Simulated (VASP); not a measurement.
Computed with LDA (Ceperley-Alder, Perdew-Zunger), VASP's LDA PAW potentials (set 64) (plane waves; VASP). Each cell was relaxed at this level, without spin-orbit coupling.

Which of these comes out without a gap?
A) LiH, Fm-3m (225)
B) WS2, P6_3/mmc (194)
C) CdS, P6_3mc (186)
D) Zr, P6_3/mmc (194)

D, Zr, P6_3/mmc (194). The others have gaps of 2.52 eV (LiH, Fm-3m (225)), 1.05 eV (CdS, P6_3mc (186)), 0.86 eV (WS2, P6_3/mmc (194)).
